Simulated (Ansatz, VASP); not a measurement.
# W4O: VASP beside Ansatz

One calculation is typed for both programs; each brings its own data sets and cutoff. How far apart do they land?

Program: Ansatz 0.2.0. Level of theory: plane waves, with VASP 6.6.1 beside it; single point at PBEsol. Results are calculated unless marked as measured.

### Step 1. Set-up

The cell holds 20 atoms: 4 O and 16 W. Its edges and angles: a = 6.340 Å, b = 5.491 Å, c = 23.675 Å, α = 90.0°, β = 90.0°, γ = 54.7°. It derives from W. As first built, before any earlier steps moved the atoms: kind: adsorbate; added: O; site: ontop; coverage_ml: 1.0; cell: 2x2; faces: one;. Regions: adsorbate, 4 atoms (4 O); layer 1, 4 atoms (4 W); layer 2, 4 atoms (4 W); layer 3, 4 atoms (4 W); other layers, 4 atoms (4 W). Vacuum lies along c.

### Step 2. VASP: single point, PBEsol

With cell and atoms fixed, the geometry can't cause a difference; cores, projectors, grids and the points listed under the comparison can.

Lines of VASP's logs that name or quote its potential files are left out, and so is its time.

The input, INCAR:

```
SYSTEM = W4O
PREC = Normal
ENCUT = 400
EDIFF = 1E-05
NELM = 120
ISMEAR = 0
SIGMA = 0.1
LREAL = Auto
ALGO = Fast
GGA = PS
NBANDS = 80
LORBIT = 11
LWAVE = .FALSE.
LCHARG = .FALSE.
KPAR = 2
NCORE = 4
ICORELEVEL = 1
ISIF = 0
LVHAR = .TRUE.
```

The input, POSCAR:

```
W4O
1.0
    6.3400000000      0.0000000000      0.0000000000
    3.1700000000      4.4830569927      0.0000000000
    0.0000000000      0.0000000000     23.6745854891
O W
4 16
Direct
    0.0016247969      0.0002061742      0.6744399631
    0.5016521198      0.4996595094      0.6744393656
    0.0014401513      0.5002590884      0.6744458161
    0.5018025476      0.9997414209      0.6744412928
    0.0000258554      0.0002144580      0.6020862215
    0.5008116108      0.9998299673      0.6020857231
    0.9999406487      0.5002602099      0.6020943432
    0.5007382678      0.4998125343      0.6020839275
    0.7499642578      0.4999772884      0.5031441997
    0.2499563781      0.4999739954      0.5032671446
    0.7500128465      0.9999830614      0.5031341417
    0.2499902008      0.9999857928      0.5032699409
    0.0000000000      0.0000000000      0.4114762010
    0.5000000000      0.0000000000      0.4114762010
    0.0000000000      0.5000000000      0.4114762010
    0.5000000000      0.5000000000      0.4114762010
    0.7500000000      0.5000000000      0.3167954090
    0.2500000000      0.5000000000      0.3167954090
    0.7500000000      0.0000000000      0.3167954090
    0.2500000000      0.0000000000      0.3167954090
```

The input, KPOINTS:

```
Automatic mesh
0
Gamma
4 5 1
0 0 0
```

Potentials, in the order of the species: O and W (PBE family, release 64).

Command:

```bash
mpirun -np 8 vasp_std
```

Numbers of over 12 decimals in the logs are rounded to 6 here.

What it wrote:

```text
[banner, memory and clock lines left out]
running    8 mpi-ranks, on    1 nodes
 distrk:  each k-point on    4 cores,    2 groups
 distr:  one band on    4 cores,    1 groups

 POSCAR found type information on POSCAR O W
 POSCAR found :  2 types and      20 ions
|                                                                             |
|               ----> ADVICE to this user running VASP <----                  |
|                                                                             |
|     You enforced a specific xc type in the INCAR file but a different       |
|     [... a line on the potential file left out ...]
|     I HOPE YOU KNOW WHAT YOU ARE DOING!                                     |
|                                                                             |

 LDA part: xc-table for (Slater+PW92), standard interpolation
|                                                                             |
|           W    W    AA    RRRRR   N    N  II  N    N   GGGG   !!!           |
|           W    W   A  A   R    R  NN   N  II  NN   N  G    G  !!!           |
|           W    W  A    A  R    R  N N  N  II  N N  N  G       !!!           |
|           W WW W  AAAAAA  RRRRR   N  N N  II  N  N N  G  GGG   !            |
|           WW  WW  A    A  R   R   N   NN  II  N   NN  G    G                |
|           W    W  A    A  R    R  N    N  II  N    N   GGGG   !!!           |
|                                                                             |
|     Your reciprocal lattice and k-lattice belong to different lattice       |
|     classes:                                                                |
|                                                                             |
|        The reciprocal lattice is base centered orthorhombic,                |
|        whereas your k-lattice is simple monoclinic.                         |
|                                                                             |
|     Results are often still useful ...                                      |
|                                                                             |

 POSCAR, INCAR and KPOINTS ok, starting setup
 FFT: planning ... GRIDC
 FFT: planning ... GRID_SOFT
 FFT: planning ... GRID
 WAVECAR not read
 entering main loop
       N       E                     dE             d eps       ncg     rms          rms(c)
DAV:   1     0.638593756830E+03    0.63859E+03   -0.42347E+04  1768   0.101E+03
DAV:   2    -0.162702166950E+03   -0.80130E+03   -0.76125E+03  2432   0.272E+02
DAV:   3    -0.253622218975E+03   -0.90920E+02   -0.88106E+02  2096   0.908E+01
DAV:   4    -0.259222503580E+03   -0.56003E+01   -0.55191E+01  2752   0.193E+01
DAV:   5    -0.259359917510E+03   -0.13741E+00   -0.13697E+00  2520   0.334E+00    0.947E+01
RMM:   6    -0.261666937427E+03   -0.23070E+01   -0.75690E+01  2298   0.200E+01    0.476E+01
RMM:   7    -0.448042815039E+03   -0.18638E+03   -0.44910E+02  3251   0.488E+01    0.530E+01
RMM:   8    -0.278988555456E+03    0.16905E+03   -0.71282E+01  2232   0.213E+01    0.396E+01
RMM:   9    -0.255221412631E+03    0.23767E+02   -0.43727E+01  2111   0.166E+01    0.253E+01
RMM:  10    -0.243736926733E+03    0.11484E+02   -0.18792E+01  2045   0.116E+01    0.129E+01
RMM:  11    -0.241501030151E+03    0.22359E+01   -0.10104E+01  2529   0.628E+00    0.875E+00
RMM:  12    -0.241998045602E+03   -0.49702E+00   -0.85213E-01  2621   0.228E+00    0.935E+00
RMM:  13    -0.241864689773E+03    0.13336E+00   -0.39290E-01  2707   0.110E+00    0.936E+00
RMM:  14    -0.240729263862E+03    0.11354E+01   -0.51583E-01  2625   0.121E+00    0.811E+00
[...]
RMM:  26    -0.239398197696E+03   -0.22281E-03   -0.97042E-05  2077   0.242E-02    0.239E-02
RMM:  27    -0.239398288845E+03   -0.91149E-04   -0.20309E-05  1472   0.123E-02    0.199E-02
RMM:  28    -0.239398408258E+03   -0.11941E-03   -0.15147E-05  1335   0.102E-02    0.128E-02
RMM:  29    -0.239398527391E+03   -0.11913E-03   -0.14071E-05  1350   0.944E-03    0.114E-02
RMM:  30    -0.239398562633E+03   -0.35242E-04   -0.10392E-05  1260   0.881E-03    0.527E-03
RMM:  31    -0.239398576339E+03   -0.13706E-04   -0.24353E-06  1146   0.597E-03    0.639E-03
RMM:  32    -0.239398599562E+03   -0.23224E-04   -0.11267E-05  1201   0.759E-03    0.870E-03
RMM:  33    -0.239398607367E+03   -0.78048E-05   -0.18122E-06  1106   0.565E-03
   1 F= -.23939861E+03 E0= -.23936321E+03  d E =-.708010E-01
```

From OUTCAR (step 2):

```text
ion  position               nearest neighbor table
   1  0.002  0.000  0.674-   5 1.71
   2  0.502  0.500  0.674-   8 1.71
   3  0.001  0.500  0.674-   7 1.71
   4  0.502  1.000  0.674-   6 1.71
   5  0.000  0.000  0.602-   1 1.71   8 2.74   7 2.75   7 2.75   8 2.75  12 2.83  11 2.83   6 3.17
                             6 3.17  10 3.24   9 3.24
   6  0.501  1.000  0.602-   4 1.71   7 2.74   8 2.74   8 2.75   7 2.75  11 2.83  12 2.83   5 3.17
                             5 3.17  10 3.24   9 3.24
   7  1.000  0.500  0.602-   3 1.71   6 2.74   5 2.75   5 2.75   6 2.75  10 2.83   9 2.83   8 3.17
                             8 3.17  12 3.24  11 3.24
   8  0.501  0.500  0.602-   2 1.71   5 2.74   6 2.74   6 2.75   5 2.75   9 2.83  10 2.83   7 3.17
                             7 3.17  12 3.24  11 3.24
   9  0.750  0.500  0.503-  16 2.69  15 2.69  11 2.75  12 2.75  12 2.75  11 2.75   8 2.83   7 2.83
                            13 3.12  14 3.12  10 3.17  10 3.17   5 3.24   6 3.24
  10  0.250  0.500  0.503-  15 2.69  16 2.69  12 2.75  11 2.75  12 2.75  11 2.75   7 2.83   8 2.83
                            14 3.12  13 3.12   9 3.17   9 3.17   6 3.24   5 3.24
  11  0.750  1.000  0.503-  13 2.69  14 2.69   9 2.75  10 2.75  10 2.75   9 2.75   6 2.83   5 2.83
                            15 3.12  16 3.12  12 3.17  12 3.17   7 3.24   8 3.24
  12  0.250  1.000  0.503-  13 2.69  14 2.69  10 2.75   9 2.75   9 2.75  10 2.75   5 2.83   6 2.83
                            16 3.12  15 3.12  11 3.17  11 3.17   8 3.24   7 3.24
  13  0.000  0.000  0.411-  11 2.69  12 2.69  15 2.75  15 2.75  16 2.75  16 2.75  20 2.75  19 2.75
                             9 3.12  10 3.12  14 3.17  14 3.17  17 3.17  18 3.17
  14  0.500  0.000  0.411-  11 2.69  12 2.69  16 2.75  15 2.75  16 2.75  15 2.75  20 2.75  19 2.75
                             9 3.12  10 3.12  13 3.17  13 3.17  18 3.17  17 3.17
  15  0.000  0.500  0.411-   9 2.69  10 2.69  13 2.75  13 2.75  14 2.75  14 2.75  18 2.75  17 2.75
                            11 3.12  12 3.12  16 3.17  16 3.17  19 3.17  20 3.17
  16  0.500  0.500  0.411-   9 2.69  10 2.69  14 2.75  13 2.75  14 2.75  13 2.75  18 2.75  17 2.75
                            11 3.12  12 3.12  15 3.17  15 3.17  20 3.17  19 3.17
  17  0.750  0.500  0.317-  19 2.75  19 2.75  20 2.75  20 2.75  15 2.75  16 2.75  18 3.17  18 3.17
                            14 3.17  13 3.17
  18  0.250  0.500  0.317-  20 2.75  19 2.75  20 2.75  19 2.75  15 2.75  16 2.75  17 3.17  17 3.17
                            13 3.17  14 3.17
  19  0.750  0.000  0.317-  17 2.75  17 2.75  18 2.75  18 2.75  13 2.75  14 2.75  20 3.17  20 3.17
                            16 3.17  15 3.17
  20  0.250  0.000  0.317-  18 2.75  17 2.75  18 2.75  17 2.75  13 2.75  14 2.75  19 3.17  19 3.17
                            15 3.17  16 3.17

  LATTYP: Found a base centered orthorhombic cell.
 ALAT       =     6.3400000000
 B/A-ratio  =     1.4142135624
 C/A-ratio  =     3.7341617491

 Subroutine GETGRP returns: Found  1 space group operations
 (whereof  1 operations were pure point group operations)

The static configuration has the point symmetry C_1 .

 Found     11 irreducible k-points:

   k-points           NKPTS =     11   k-points in BZ     NKDIM =     11   number of bands    NBANDS=     80

   dimension x,y,z NGX =    32 NGY =   28 NGZ =  120
   dimension x,y,z NGXF=    64 NGYF=   56 NGZF=  240

   ENCUT  =  400.0 eV  29.40 Ry    5.42 a.u.  10.34  8.95 38.61*2*pi/ulx,y,z

   NELECT =     120.0000    total number of electrons

 k-points in reciprocal lattice and weights: Automatic mesh
   0.00000000  0.00000000  0.00000000       0.050
   0.25000000 -0.00000000  0.00000000       0.100
   0.50000000 -0.00000000  0.00000000       0.050
   0.00000000  0.20000000  0.00000000       0.100
   0.25000000  0.20000000  0.00000000       0.100
   0.50000000  0.20000000  0.00000000       0.100
  -0.25000000  0.20000000  0.00000000       0.100
   0.00000000  0.40000000  0.00000000       0.100
   0.25000000  0.40000000  0.00000000       0.100
   0.50000000  0.40000000  0.00000000       0.100
  -0.25000000  0.40000000  0.00000000       0.100

 the core state eigenenergies are
   1-  1s   -507.4074
   2-  1s   -507.4072
   3-  1s   -507.4072
   4-  1s   -507.4073
   5-  1s -69463.2869  2s -11984.1299  2p -10477.7177  3s  -2756.8935  3p  -2311.0055
       3d  -1798.9601  4s   -565.4390  4p   -419.2299  4d   -234.1159  4f    -29.0311
       5s    -74.8045  5p    -39.0685
   6-  1s -69463.2871  2s -11984.1301  2p -10477.7178  3s  -2756.8936  3p  -2311.0057
       3d  -1798.9602  4s   -565.4391  4p   -419.2300  4d   -234.1160  4f    -29.0312
       5s    -74.8045  5p    -39.0685
   7-  1s -69463.2869  2s -11984.1299  2p -10477.7177  3s  -2756.8935  3p  -2311.0055
       3d  -1798.9601  4s   -565.4390  4p   -419.2299  4d   -234.1159  4f    -29.0311
       5s    -74.8045  5p    -39.0686
   8-  1s -69463.2869  2s -11984.1300  2p -10477.7177  3s  -2756.8935  3p  -2311.0056
       3d  -1798.9601  4s   -565.4391  4p   -419.2300  4d   -234.1159  4f    -29.0312
       5s    -74.8045  5p    -39.0685
   9-  1s -69463.2135  2s -11984.0188  2p -10477.6100  3s  -2756.7480  3p  -2310.8600
       3d  -1798.8180  4s   -565.2408  4p   -419.0259  4d   -233.9046  4f    -28.7973
       5s    -74.4675  5p    -38.6717
  10-  1s -69463.2179  2s -11984.0230  2p -10477.6142  3s  -2756.7518  3p  -2310.8638
       3d  -1798.8218  4s   -565.2439  4p   -419.0290  4d   -233.9076  4f    -28.8001
       5s    -74.4691  5p    -38.6727
  11-  1s -69463.2132  2s -11984.0186  2p -10477.6097  3s  -2756.7478  3p  -2310.8598
       3d  -1798.8178  4s   -565.2406  4p   -419.0257  4d   -233.9044  4f    -28.7972
       5s    -74.4674  5p    -38.6716
  12-  1s -69463.2179  2s -11984.0230  2p -10477.6142  3s  -2756.7518  3p  -2310.8638
       3d  -1798.8218  4s   -565.2439  4p   -419.0290  4d   -233.9076  4f    -28.8001
       5s    -74.4691  5p    -38.6726
  13-  1s -69463.4976  2s -11984.3080  2p -10477.8990  3s  -2757.0326  3p  -2311.1446
       3d  -1799.1036  4s   -565.5185  4p   -419.3030  4d   -234.1811  4f    -29.0714
       5s    -74.7285  5p    -38.9246
  14-  1s -69463.4978  2s -11984.3081  2p -10477.8991  3s  -2757.0327  3p  -2311.1447
       3d  -1799.1037  4s   -565.5186  4p   -419.3031  4d   -234.1812  4f    -29.0714
       5s    -74.7285  5p    -38.9246
  15-  1s -69463.4978  2s -11984.3081  2p -10477.8991  3s  -2757.0327  3p  -2311.1447
       3d  -1799.1037  4s   -565.5186  4p   -419.3031  4d   -234.1812  4f    -29.0714
       5s    -74.7285  5p    -38.9246
  16-  1s -69463.4978  2s -11984.3081  2p -10477.8991  3s  -2757.0327  3p  -2311.1447
       3d  -1799.1038  4s   -565.5186  4p   -419.3031  4d   -234.1812  4f    -29.0715
       5s    -74.7285  5p    -38.9246
  17-  1s -69463.6818  2s -11984.4464  2p -10478.0416  3s  -2757.1358  3p  -2311.2479
       3d  -1799.2098  4s   -565.5693  4p   -419.3481  4d   -234.2188  4f    -29.0863
       5s    -74.6389  5p    -38.7764
  18-  1s -69463.6823  2s -11984.4469  2p -10478.0421  3s  -2757.1363  3p  -2311.2484
       3d  -1799.2103  4s   -565.5698  4p   -419.3486  4d   -234.2193  4f    -29.0867
       5s    -74.6392  5p    -38.7768
  19-  1s -69463.6817  2s -11984.4463  2p -10478.0415  3s  -2757.1357  3p  -2311.2478
       3d  -1799.2097  4s   -565.5692  4p   -419.3480  4d   -234.2187  4f    -29.0862
       5s    -74.6388  5p    -38.7763
  20-  1s -69463.6822  2s -11984.4468  2p -10478.0420  3s  -2757.1362  3p  -2311.2483
       3d  -1799.2102  4s   -565.5697  4p   -419.3485  4d   -234.2192  4f    -29.0866
       5s    -74.6392  5p    -38.7767

 E-fermi :  -0.6763

 k-point     1 :       0.0000    0.0000    0.0000
  band No.  band energies     occupation
    ...
     53      -1.2639      2.00000
     54      -1.2198      2.00000
     55      -1.2021      2.00000
     56      -1.0431      2.00000
     57      -1.0418      2.00000
     58      -0.0482      0.00000
     59       0.0734      0.00000
     60       0.4331      0.00000
     61       0.4339      0.00000
     62       0.6230      0.00000
    ...

 k-point     2 :       0.2500   -0.0000    0.0000
  band No.  band energies     occupation
    ...
     55      -1.5633      2.00000
     56      -1.2386      2.00000
     57      -1.1266      2.00000
     58      -0.8994      1.99839
     59      -0.8405      1.97974
     60      -0.4522      0.00152
     61      -0.3647      0.00001
     62      -0.0071      0.00000
     63       0.0015      0.00000
     64       0.4920      0.00000
    ...

 k-point     3 :       0.5000   -0.0000    0.0000
  band No.  band energies     occupation
    ...
     58      -1.4927      2.00000
     59      -1.0957      2.00000
     60      -1.0897      2.00000
     61      -0.6961      1.21997
     62      -0.6893      1.14620
     63      -0.1300      0.00000
     64      -0.1275      0.00000
     65      -0.0462      0.00000
     66      -0.0325      0.00000
     67       0.1250      0.00000
    ...

  energy-cutoff  :      400.00
  volume of cell :      672.89
      direct lattice vectors                 reciprocal lattice vectors
     6.340000000  0.000000000  0.000000000     0.157728707 -0.111531038  0.000000000
     3.170000000  4.483056993  0.000000000     0.000000000  0.223062076  0.000000000
     0.000000000  0.000000000 23.674585489     0.000000000  0.000000000  0.042239388

 POSITION                                       TOTAL-FORCE (eV/Angst)
 -----------------------------------------------------------------------------------
      0.01095      0.00092     15.96709         0.006151     -0.006079      0.049314
      4.76440      2.24000     15.96707        -0.005124      0.007063      0.049328
      1.59495      2.24269     15.96723         0.008038     -0.006810      0.051262
      6.35061      4.48190     15.96712        -0.010156      0.005529      0.048549
      0.00084      0.00096     14.25414        -0.002693     -0.007748     -0.009673
      6.34461      4.48229     14.25413        -0.010266      0.007960     -0.008109
      7.92545      2.24270     14.25433         0.001735     -0.010759     -0.011141
      4.75909      2.24069     14.25409        -0.004692      0.008618     -0.008062
      6.33970      2.24143     11.91173         0.006044      0.001381      0.022374
      3.16964      2.24141     11.91464         0.007973      0.002241      0.013024
      7.92503      4.48298     11.91149         0.001715      0.000351      0.024767
      4.75489      4.48299     11.91471         0.004323      0.000131      0.009383
      0.00000      0.00000      9.74153         0.003176     -0.008420     -1.066981
      3.17000      0.00000      9.74153        -0.003154      0.007510     -1.066579
      1.58500      2.24153      9.74153         0.002464     -0.008849     -1.066739
      4.75500      2.24153      9.74153        -0.002902      0.008006     -1.066633
      6.34000      2.24153      7.50000        -0.000695     -0.000014      1.010099
      3.17000      2.24153      7.50000        -0.000726     -0.000039      1.007964
      4.75500      0.00000      7.50000        -0.000620     -0.000017      1.009988
      1.58500      0.00000      7.50000        -0.000590     -0.000056      1.007865
 -----------------------------------------------------------------------------------
    total drift:                                0.004501      0.001102      0.174426

  FREE ENERGIE OF THE ION-ELECTRON SYSTEM (eV)
  ---------------------------------------------------
  free  energy   TOTEN  =      -239.3986073670 eV

  energy  without entropy=     -239.3278063634  energy(sigma->0) =     -239.36320687

 total charge
# of ion       s       p       d       tot
------------------------------------------
    1        1.635   3.302   0.000   4.936
    2        1.635   3.302   0.000   4.936
    3        1.635   3.302   0.000   4.936
    4        1.635   3.302   0.000   4.936
    5        0.728   0.780   4.430   5.938
    6        0.728   0.780   4.430   5.938
    7        0.728   0.780   4.430   5.938
    8        0.728   0.780   4.430   5.938
    9        0.671   0.686   4.213   5.569
   10        0.670   0.686   4.211   5.567
   11        0.671   0.686   4.213   5.569
   12        0.670   0.685   4.211   5.567
   13        0.674   0.714   4.204   5.592
   14        0.674   0.714   4.204   5.592
   15        0.674   0.714   4.204   5.592
   16        0.674   0.714   4.204   5.592
   17        0.666   0.526   4.035   5.227
   18        0.666   0.526   4.035   5.227
   19        0.666   0.526   4.035   5.227
   20        0.666   0.526   4.035   5.227
--------------------------------------------------
tot         17.491  24.033  67.524 109.048

[... 3 further parts left out ...]
```

This run has no spin polarisation, although W can carry a moment. These are scalar-relativistic Kohn-Sham levels of the ground state, with no core hole, so they are not binding energies. The data set W keeps the semicore shell frozen, which is cheaper and a little less accurate.

(Part 1 of 2 ends here.)

[Lines on the potential files, build, host, timing and source positions are cut from VASP's logs without a mark.]

[Logs are printed without paths, hosts, clocks, repeated set-up lines and the standing remarks that a program may print on its own settings, such as how far it seeks lower states.]

[Hosts, paths, dates, database ids (printed as entryN), source tags and the programs' standing remarks are cut or masked in the printed files.]
